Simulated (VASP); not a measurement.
Given:

```yaml
crystal:
  lattice:
    - [2.09569, 1.20994, 9.97623]
    - [-2.09569, 1.20994, 9.97623]
    - [0.00000, -2.41989, 9.97623]
  atoms:
    - { symbol: Bi, position: [0.39844, 0.39844, 0.39844] }
    - { symbol: Bi, position: [0.60156, 0.60156, 0.60156] }
    - { symbol: Se, position: [0.00000, 0.00000, 0.00000] }
    - { symbol: Se, position: [0.21572, 0.21572, 0.21572] }
    - { symbol: Se, position: [0.78428, 0.78428, 0.78428] }
```

Computed with PBE GGA, VASP's PBE PAW potentials (set 64) (plane waves; VASP 6.6.1). Settings: 300 eV cut-off, 4×4×4 Γ-centred mesh, Fermi-Dirac smearing of 0.050 eV, potentials Bi_d Se.

Unless said otherwise, spin-orbit coupling is left out, though it shifts the bands of the heavy elements here.

Q: Predict the energy per atom (σ→0), largest force, band gap (on the k-mesh) with the smallest direct gap where there is one.

A: 
band gap (on the k-mesh): 0.44 eV
smallest direct gap (on the k-mesh): 0.44 eV
energy per atom (σ→0): -4.047 eV/atom
largest force: 0.079 eV/Å

Only differences to runs with the same potentials and settings are physical.

The structure comes from a computed database's Bi2Se3 entry; how it stands against other phases isn't given here. The cell was not relaxed at this level. The k-mesh is coarse (spacing up to 0.44 per Å, 2π included), so the numbers may not be converged in it.
